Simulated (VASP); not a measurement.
**ScTaN under changes of volume**

One of the cells (14.489 Å³/atom); the others are scaled copies at fixed shape and fractional positions:

```
CELL_PARAMETERS angstrom
3.10550 0.00000 0.00000
-1.55275 2.68944 0.00000
0.00000 0.00000 10.40862
ATOMIC_POSITIONS crystal
Ta 0.33333 0.66667 0.24563
Ta 0.66667 0.33333 0.75437
Sc 0.00000 0.00000 0.00000
Sc 0.00000 0.00000 0.50000
N 0.33333 0.66667 0.62984
N 0.66667 0.33333 0.37016
```

The cell comes from a database or a generator and needn't be the stable form of this composition.

```yaml
Program: VASP 6.6.1
Functional: PBEsol
Potentials_or_basis: VASP PAW PBE potentials, release 64 (Ta_pv, Sc_sv, N)
Cutoff: 520 eV
k_mesh: 10 × 10 × 3
Occupations: fermi-dirac, width 0.05 eV
Spin: no spin polarisation
```

```tsv
volume (Å³/atom)	energy over the lowest point (meV/atom)	pressure (GPa)	largest force (eV/Å)
13.352	8.15	7.0	0.300
13.637	0.00	2.1	0.084
13.921	0.05	-2.2	0.113
14.489	?	?	?
14.773	41.52	-12.9	0.607
15.057	66.89	-15.7	0.743
```

What does the run at 14.489 Å³/atom give?

Energy over the lowest point 21.51 meV/atom; pressure -9.7 GPa; largest force 0.457 eV/Å.

Worked out: A Birch-Murnaghan fit of order 3 (a polynomial in V^(-2/3)) to the other rows has its minimum at 13.78 Å³/atom with B0 = V·E''(V) = 212 GPa and B' = 4.1 at fixed shape and positions, which overstates the stiffness. It gives 21.51 meV/atom at 14.489 Å³/atom, against the run's 21.51, and -dE/dV = -9.7 GPa, against -9.7.

Energies are extrapolated to zero smearing.

Caveats: the PAW data sets were made with another functional, which shifts forces and pressure a little.
